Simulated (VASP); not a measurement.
Given:

```yaml
crystal:
  lattice:
    - [0.00000, 2.26424, 2.26424]
    - [2.26424, 0.00000, 2.26424]
    - [2.26424, 2.26424, 0.00000]
  atoms:
    - { symbol: Zr, position: [0.50000, 0.50000, 0.50000] }
    - { symbol: N, position: [0.00000, 0.00000, 0.00000] }
```

These are LDA (Ceperley-Alder, Perdew-Zunger), VASP's LDA PAW potentials (set 64) (plane waves; VASP) values and carry that method's errors. Settings: 520 eV cut-off, Gaussian smearing of 0.050 eV, potentials Zr_sv N.

Task: Give the energies of bands 6 to 11 at the high-symmetry points, in eV from the Fermi level.

Result: 
| band | Γ | X | U | L | W |
|---|---|---|---|---|---|
| 6 | -2.70 | -4.50 | -5.61 | -7.87 | -5.59 |
| 7 | -2.70 | -3.69 | -4.73 | -5.89 | -4.77 |
| 8 | -2.70 | -3.16 | -4.56 | -5.89 | -4.77 |
| 9 | -0.47 | -3.16 | -0.77 | 3.17 | 1.04 |
| 10 | -0.47 | 3.52 | 3.56 | 3.23 | 1.04 |
| 11 | -0.47 | 4.79 | 3.85 | 3.23 | 4.80 |

It has no gap at this level: it comes out as a metal or semimetal.

The structure comes from a computed database's ZrN entry (Fm-3m); how it stands against other phases isn't given here. It was relaxed first. The electron count is odd and the run is not spin-polarised, which forces a metal.
